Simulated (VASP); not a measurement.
# A VASP study of AlCo (LDA): structure first, properties next, part 5 of 5

What structure does AlCo take at this level, and what are its properties? Left out of this account: 1 further run (relaxation: it shows nothing beyond the runs told). The start is a computed cell from the Materials Project.

VASP 6.6.1, plane waves and PAW; the level of theory is named at each step.

Still holding for the runs below: This run allows spin, but its moments start at zero, where symmetry between the spins tends to hold them, although Co can carry a moment.

So far. Step 10 (Band structure (LDA)): There is no gap at this level. Step 10 (Band structure (LDA)): Of the bands kept, 2 cross the Fermi level on this path. The relaxed cell has a = 2.794 Å (conventional setting).

## 11. Total and projected DOS (LDA)

Level of this step: LDA, zero-moment start; plane waves and PAW (Al, Co) (VASP).

Here the states are counted by energy and projected on the atoms. The mesh is finer than in the run before.

INCAR

```
SYSTEM = AlCo
PREC = Accurate
ENCUT = 400
EDIFF = 1E-06
NELM = 100
ISMEAR = -5
SIGMA = 0.2
LREAL = .FALSE.
ALGO = Normal
GGA = CA
NBANDS = 19
ISPIN = 2
MAGMOM = -0 0
LASPH = .TRUE.
LMAXMIX = 4
LORBIT = 11
LWAVE = .FALSE.
LCHARG = .FALSE.
KPAR = 4
NEDOS = 2001
```

POSCAR

```
AlCo
1.0
    2.7936284366      0.0000000000      0.0000000000
    0.0000000000      2.7936284366      0.0000000000
    0.0000000000      0.0000000000      2.7936284366
Al Co
1 1
Direct
    0.0000000000      0.0000000000      0.0000000000
    0.5000000000      0.5000000000      0.5000000000
```

KPOINTS

```
Automatic mesh
0
Gamma
14 14 14
0 0 0
```

The projector-augmented-wave data sets are Al and Co (LDA family, release 64).

On the command line:

```sh
$ mpirun -np 4 vasp_std
```

Log:

```text
[... set-up lines as in an earlier step ...]
 entering main loop
       N       E                     dE             d eps       ncg     rms          rms(c)
DAV:   1     0.329371702354E+02    0.32937E+02   -0.40383E+03  9819   0.552E+02
DAV:   2    -0.132798172776E+02   -0.46217E+02   -0.40650E+02  9904   0.127E+02
DAV:   3    -0.153494372371E+02   -0.20696E+01   -0.20432E+01 10823   0.289E+01
DAV:   4    -0.153731313453E+02   -0.23694E-01   -0.23677E-01 10660   0.276E+00
DAV:   5    -0.153736778956E+02   -0.54655E-03   -0.54646E-03 10799   0.447E-01    0.128E+01
DAV:   6    -0.176525826750E+02   -0.22789E+01   -0.47173E+01 11117   0.661E+01    0.164E+01
DAV:   7    -0.137581095102E+02    0.38945E+01   -0.22948E+01 11083   0.419E+01    0.199E+00
DAV:   8    -0.137274290694E+02    0.30680E-01   -0.79691E-02 11105   0.141E+00    0.117E+00
DAV:   9    -0.137110737917E+02    0.16355E-01   -0.28856E-02 12215   0.134E+00    0.271E-01
DAV:  10    -0.137109406234E+02    0.13317E-03   -0.64847E-04 12858   0.231E-01    0.162E-01
DAV:  11    -0.137109169114E+02    0.23712E-04   -0.17216E-05 11927   0.323E-02    0.144E-02
DAV:  12    -0.137109138536E+02    0.30577E-05   -0.21220E-06  7847   0.137E-02    0.711E-03
DAV:  13    -0.137109135813E+02    0.27233E-06   -0.18671E-07  5853   0.297E-03
   1 F= -.13710914E+02 E0= -.13710914E+02  d E =0.000000E+00  mag=     0.0000
 -----------------------------------------------------------------------------
|                                                                             |
|           W    W    AA    RRRRR   N    N  II  N    N   GGGG   !!!           |
|           W    W   A  A   R    R  NN   N  II  NN   N  G    G  !!!           |
|           W    W  A    A  R    R  N N  N  II  N N  N  G       !!!           |
|           W WW W  AAAAAA  RRRRR   N  N N  II  N  N N  G  GGG   !            |
|           WW  WW  A    A  R   R   N   NN  II  N   NN  G    G                |
|           W    W  A    A  R    R  N    N  II  N    N   GGGG   !!!           |
|                                                                             |
|     Tetrahedron method does not include variations of the Fermi             |
|     occupations, so forces and stress will be inaccurate. We suggest        |
|     using a different smearing scheme ISMEAR = 1 or 2 for metals in         |
|     relaxations.                                                            |
|                                                                             |
 -----------------------------------------------------------------------------
```

Elapsed: 6.2 s, on 4 MPI ranks of AMD EPYC 9R45, shared host; peak memory 0.55 GiB.

From OUTCAR (step 11):

```text
   k-points           NKPTS =    120   k-points in BZ     NKDIM =    120   number of bands    NBANDS=     19

   NELECT =      12.0000    total number of electrons

 E-fermi :  11.1497

 spin component 1
 k-point     1 :       0.0000    0.0000    0.0000
  band No.  band energies     occupation
    ...
      2       7.8515      1.00000
      3       7.8515      1.00000
      4      10.2378      1.00000
      5      10.2378      1.00000
      6      10.2378      1.00000
      7      17.3725      0.00000
      8      17.3725      0.00000
      9      17.3725      0.00000
     10      20.1939      0.00000
     11      20.1939      0.00000
    ...

 k-point     2 :       0.0714    0.0000    0.0000
  band No.  band energies     occupation
    ...
      2       7.8456      1.00000
      3       7.8802      1.00000
      4      10.1805      1.00000
      5      10.1805      1.00000
      6      10.2438      1.00000
      7      16.4266      0.00000
      8      17.5136      0.00000
      9      17.5136      0.00000
     10      20.1742      0.00000
     11      21.0740      0.00000
    ...

  Total        0.0073899      0.0073899      0.0073899      0.0000000     -0.0000000     -0.0000000
  in kB        0.5430531      0.5430531      0.5430531      0.0000000     -0.0000000     -0.0000000
  external PRESSURE =       0.5430531 kB  Pullay stress =       0.0000000 kB

  FREE ENERGIE OF THE ION-ELECTRON SYSTEM (eV)
  ---------------------------------------------------
  free  energy   TOTEN  =       -13.7109135813 eV

  energy  without entropy=      -13.7109135813  energy(sigma->0) =      -13.71091358

 magnetization (x)
# of ion       s       p       d       tot
------------------------------------------
    1       -0.000   0.000   0.000  -0.000
    2       -0.000  -0.000  -0.000  -0.000
--------------------------------------------------
tot         -0.000  -0.000  -0.000  -0.000

[... 7 parts as in an earlier step ...]

[... 10 further parts left out ...]
```

With tetrahedra the forces and stress of a metal are not exact derivatives of the energy.

Numbers from this step:

* SCF cycles: 13
* irreducible k-points: 120
* pressure: 0.05431 GPa
* DOS at the Fermi level: 0.6432 states/eV/cell

The density of states has structure finer than the step of the table below, so its rows give means over 1 eV, whole bins alone (the curve runs from -12.0 to 7.90 eV). Peaks (eV: height): total -3.0: 2.95, -1.5: 7.03, 0.2: 2.19; Co d -3.0: 1.92, -1.5: 6.14, 0.2: 1.78; Co p -3.9: 0.109, -2.9: 0.181, -1.5: 0.111, 3.7: 0.111; Al p -3.9: 0.192, -3.0: 0.171, -1.6: 0.100, 6.6: 0.130; Co s -4.0: 0.103, -1.6: 0.064, 0.2: 0.0942, 3.4: 0.104.

States under -12.0 eV and over 7.9 eV are left out; both spin channels agree and are summed. Table of density of states by energy, zero at the Fermi level; means over each step; values in states/eV/cell:

| energy (eV) | total | Co d | Co p | Al p | Co s | Al s |
| --- | --- | --- | --- | --- | --- | --- |
| -11 | 0.0828 | 0 | 0.00169 | 8.2e-4 | 0.0240 | 0.0177 |
| -10 | 0.180 | 0.00112 | 0.00848 | 0.00417 | 0.0462 | 0.0363 |
| -9 | 0.251 | 0.00473 | 0.0186 | 0.00915 | 0.0550 | 0.0475 |
| -8 | 0.329 | 0.0143 | 0.0327 | 0.0150 | 0.0565 | 0.0594 |
| -7 | 0.451 | 0.0437 | 0.0552 | 0.0204 | 0.0466 | 0.0841 |
| -6 | 0.611 | 0.143 | 0.0534 | 0.0347 | 0.0459 | 0.0895 |
| -5 | 0.607 | 0.193 | 0.0439 | 0.0521 | 0.0534 | 0.0413 |
| -4 | 1.37 | 0.656 | 0.0787 | 0.122 | 0.0720 | 0.0216 |
| -3 | 2.13 | 1.43 | 0.111 | 0.112 | 0.00700 | 0.00290 |
| -2 | 3.03 | 2.56 | 0.0591 | 0.0555 | 0.0302 | 0.00205 |
| -1 | 2.73 | 2.37 | 0.0765 | 0.0266 | 0.0168 | 0.00186 |
| 0 | 0.935 | 0.707 | 0.0532 | 0.0320 | 0.0311 | 0.00320 |
| 1 | 0.743 | 0.431 | 0.0822 | 0.0479 | 0.0244 | 0.00771 |
| 2 | 0.348 | 0.146 | 0.0556 | 0.0338 | 0.00816 | 0.00480 |
| 3 | 0.455 | 0.143 | 0.0642 | 0.0219 | 0.0643 | 0.0119 |
| 4 | 0.844 | 0.283 | 0.0940 | 0.0513 | 0.0720 | 0.0671 |
| 5 | 0.777 | 0.218 | 0.0789 | 0.0637 | 0.0389 | 0.0930 |
| 6 | 0.828 | 0.195 | 0.0822 | 0.0988 | 0.0449 | 0.0687 |
| 7 | 0.901 | 0.175 | 0.0936 | 0.124 | 0.0500 | 0.0489 |

The finer mesh and the other smearing move the Fermi level by +0.00 eV from the 9×9×9 run, a small shift, which tests the Fermi level alone. Of the states within 0.3 eV of the Fermi level, the largest shares in the PAW spheres are Co d 78 %. The rest lies in smaller channels or between the spheres.

## 12. Independent-particle dielectric function (LDA)

LOPTICS sums transitions from filled to empty bands. NBANDS is raised for it.

Changes to INCAR since step 11:

```diff
@@ -5,3 +5,3 @@
 NELM = 100
-ISMEAR = -5
+ISMEAR = 1
 SIGMA = 0.2
@@ -10,3 +10,3 @@
 GGA = CA
-NBANDS = 19
+NBANDS = 22
 ISPIN = 2
@@ -19,2 +19,4 @@
 KPAR = 4
-NEDOS = 2001
+LOPTICS = .TRUE.
+NEDOS = 1500
+CSHIFT = 0.1
```

POSCAR is that of step 11.

KPOINTS is that of step 11.

On the command line:

```sh
$ mpirun -np 4 vasp_std
```

Log:

```text
[... set-up lines as in an earlier step ...]
 entering main loop
       N       E                     dE             d eps       ncg     rms          rms(c)
DAV:   1     0.367640996520E+02    0.36764E+02   -0.38777E+03 11236   0.479E+02
DAV:   2    -0.128283707583E+02   -0.49592E+02   -0.43187E+02 11682   0.122E+02
DAV:   3    -0.153444087403E+02   -0.25160E+01   -0.24763E+01 12890   0.276E+01
DAV:   4    -0.153718689753E+02   -0.27460E-01   -0.27447E-01 12582   0.265E+00
DAV:   5    -0.153724703322E+02   -0.60136E-03   -0.60134E-03 13340   0.408E-01    0.128E+01
DAV:   6    -0.175960055198E+02   -0.22235E+01   -0.44998E+01 14020   0.568E+01    0.162E+01
DAV:   7    -0.137563638327E+02    0.38396E+01   -0.21977E+01 13456   0.357E+01    0.197E+00
DAV:   8    -0.137270799293E+02    0.29284E-01   -0.91025E-02 13502   0.125E+00    0.116E+00
DAV:   9    -0.137105213650E+02    0.16559E-01   -0.26995E-02 14240   0.115E+00    0.257E-01
DAV:  10    -0.137104425250E+02    0.78840E-04   -0.72415E-04 14874   0.216E-01    0.141E-01
DAV:  11    -0.137104313625E+02    0.11163E-04   -0.12584E-05 13656   0.214E-02    0.212E-02
DAV:  12    -0.137104311317E+02    0.23086E-06   -0.41883E-07  9590   0.559E-03
   1 F= -.13710431E+02 E0= -.13711429E+02  d E =0.299385E-02  mag=     0.0000
 optical routines
 imaginary and real dielectric function
 recalculating local potential from charge density
 direction            1
 direction            2
 direction            3
```

Run time: 7 s. Hardware: 4 MPI ranks; peak memory 0.78 GiB; 26 s of CPU time.

From OUTCAR (step 12):

```text
   k-points           NKPTS =    120   k-points in BZ     NKDIM =    120   number of bands    NBANDS=     22

   NELECT =      12.0000    total number of electrons

 E-fermi :  11.1337

 spin component 1
 k-point     1 :       0.0000    0.0000    0.0000
  band No.  band energies     occupation
    ...
      2       7.8553      1.00000
      3       7.8553      1.00000
      4      10.2419      1.00000
      5      10.2419      1.00000
      6      10.2419      1.00000
      7      17.3724      0.00000
      8      17.3724      0.00000
      9      17.3724      0.00000
     10      20.1951      0.00000
     11      20.1951      0.00000
    ...

 k-point     2 :       0.0714    0.0000    0.0000
  band No.  band energies     occupation
    ...
      2       7.8494      1.00000
      3       7.8841      1.00000
      4      10.1845      1.00000
      5      10.1845      1.00000
      6      10.2479      1.00000
      7      16.4270      0.00000
      8      17.5135      0.00000
      9      17.5135      0.00000
     10      20.1754      0.00000
     11      21.0748      0.00000
    ...

  Total        0.0137227      0.0137227      0.0137227      0.0000000     -0.0000000      0.0000000
  in kB        1.0084231      1.0084231      1.0084231      0.0000000     -0.0000000      0.0000000
  external PRESSURE =       1.0084231 kB  Pullay stress =       0.0000000 kB

  FREE ENERGIE OF THE ION-ELECTRON SYSTEM (eV)
  ---------------------------------------------------
  free  energy   TOTEN  =       -13.7104311317 eV

  energy  without entropy=      -13.7134249842  energy(sigma->0) =      -13.71142908

 plasma frequency squared (from intraband transitions) (eV^2)
  --------------------------------------------------------------------------------------
       9.173      -0.000      -0.000
      -0.000       9.173       0.000
      -0.000       0.000       9.173

 magnetization (x)
# of ion       s       p       d       tot
------------------------------------------
    1       -0.000  -0.000   0.000  -0.000
    2       -0.000   0.000   0.000   0.000
--------------------------------------------------
tot         -0.000  -0.000   0.000   0.000

[... 8 parts as in an earlier step ...]

[... 13 further parts left out ...]
```

These are independent-particle spectra without excitons or local fields, and fine structure depends on the mesh and on CSHIFT. The intraband (Drude) part is not in this spectrum.

Numbers from this step:

```
SCF cycles              : 12
bands                   : 22
energy at zero smearing : -13.71 eV
Fermi energy            : 11.13 eV
pressure                : 0.1008 GPa
```

The imaginary dielectric function, xx has structure finer than the step of the table below, so its rows give means over 1 eV, whole bins alone (the curve runs from 0 to 25.0 eV). Peaks (eV: height): 0.4: 57.0, 5.1: 16.0.

Table of imaginary dielectric function, xx by photon energy; means over each step:

| photon energy (eV) | imaginary dielectric function, xx |
| --- | --- |
| 1 | 28.6 |
| 2 | 16.6 |
| 3 | 8.82 |
| 4 | 5.16 |
| 5 | 10.8 |
| 6 | 8.84 |
| 7 | 9.52 |
| 8 | 6.66 |
| 9 | 6.23 |
| 10 | 4.00 |
| 11 | 2.93 |
| 12 | 2.08 |
| 13 | 1.56 |
| 14 | 1.16 |
| 15 | 0.908 |
| 16 | 0.899 |
| 17 | 0.692 |
| 18 | 0.659 |
| 19 | 0.660 |
| 20 | 0.559 |
| 21 | 0.487 |
| 22 | 0.438 |
| 23 | 0.384 |
| 24 | 0.293 |

The real dielectric function, xx by photon energy:

| photon energy (eV) | real dielectric function, xx |
| --- | --- |
| 0 | 82.9 |
| 1 | 6.75 |
| 2 | -0.0417 |
| 3 | 0.195 |
| 4 | 4.40 |
| 5 | 9.43 |
| 6 | 1.26 |
| 7 | -0.820 |
| 8 | -2.51 |
| 9 | -2.21 |
| 10 | -2.63 |
| 11 | -1.98 |
| 12 | -2.05 |
| 13 | -1.64 |
| 14 | -1.07 |
| 15 | -0.822 |
| 16 | -0.642 |
| 17 | -0.391 |
| 18 | -0.226 |
| 19 | -0.158 |
| 20 | -0.141 |
| 21 | -0.0140 |
| 22 | 0.0278 |
| 23 | 0.0785 |
| 24 | 0.140 |

## 13. Results

| Quantity | Value |
| --- | --- |
| relaxed volume | 10.90 Å³/atom |
| relaxed conventional cell a, b, c | 2.794, 2.794, 2.794 Å |
| space group after relaxing, within 0.02 Å | Pm-3m (No. 221) |
| moment of the cell | 0 μB |
| band gap | none, a metal |
| DOS at the Fermi level | 0.643 states/eV/cell |

What this shows: With LDA, AlCo relaxes to 10.90 Å³/atom in space group Pm-3m (held by the symmetry of the run) and comes out as a metal. At LDA the magnetic starts gave no state below the non-magnetic one; other levels were not tested for magnetism. Band structure (LDA): Of the bands kept, 2 cross the Fermi level on this path. The k-sampling is coarse for a metal, so the Fermi level, pressures and the shape of the cell carry errors. No search among competing phases was made, and a listed structure need not be the one stable at ambient conditions. All values are for a static lattice at zero temperature.

[Lines on the potential files, build, host, timing and source positions are cut from VASP's logs without a mark.]

[Logs are printed without paths, hosts, clocks, repeated set-up lines and the standing remarks that a program may print on its own settings, such as how far it seeks lower states.]

[Hosts, paths, dates, database ids (printed as entryN), source tags and the programs' standing remarks are cut or masked in the printed files.]

[A measured line is paired with the nearest computed mode of its activity, which favours agreement.]
